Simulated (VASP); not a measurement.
Calculation: PBEsol GGA, VASP's PBE PAW potentials (set 64) (plane waves; VASP 6.6.1).

A VASP calculation is set up with these files.

### POSCAR
```
Cl
3.9412070
  0.4986355578   0.2878874328   0.8176082235
 -0.4986355578   0.2878874328   0.8176082235
  0.0000000000  -0.5757748657   0.8176082235
Cl
2
direct
  0.2500550737   0.2500550737   0.2500550737
  0.7352557719   0.7352557719   0.7793232352
```

KPOINTS:
```
Automatic mesh
0
Gamma
10 10 10
0 0 0
```

**INCAR**
```
LCHARG  =  .FALSE.
ENCUT  =  480   ! plane-wave cut-off (eV)
PREC  =  Accurate
LASPH  =  .TRUE.   ! aspherical one-centre terms
SYSTEM  =  Cl
SIGMA  =  0.1   ! width (eV)
ALGO  =  Normal
LWAVE  =  .FALSE.
ISIF  =  2   ! forces and stress, cell fixed
ISMEAR  =  1
EDIFF  =  1E-7
GGA  =  PS
NELM  =  100
LREAL  =  .FALSE.
```

POTCAR, in this order: Cl (PBE.64 set). Program: vasp_std.

Task: What will the output report for the number of irreducible k-points (NKPTS), number of bands (NBANDS), largest plane-wave count, number of space-group operations, FFT grid (NGX, NGY, NGZ)?

Result: 
```
Quantity                                       Value
--------------------------------------  ------------
number of irreducible k-points (NKPTS)           282
number of bands (NBANDS)                          11
largest plane-wave count                        1044
number of space-group operations                   4
FFT grid (NGX, NGY, NGZ)                28 × 28 × 28
```

The structure was generated: Cl was put into the A7 type (R-3m), which need not be its known phase. This cell was strained or had an atom moved on purpose.
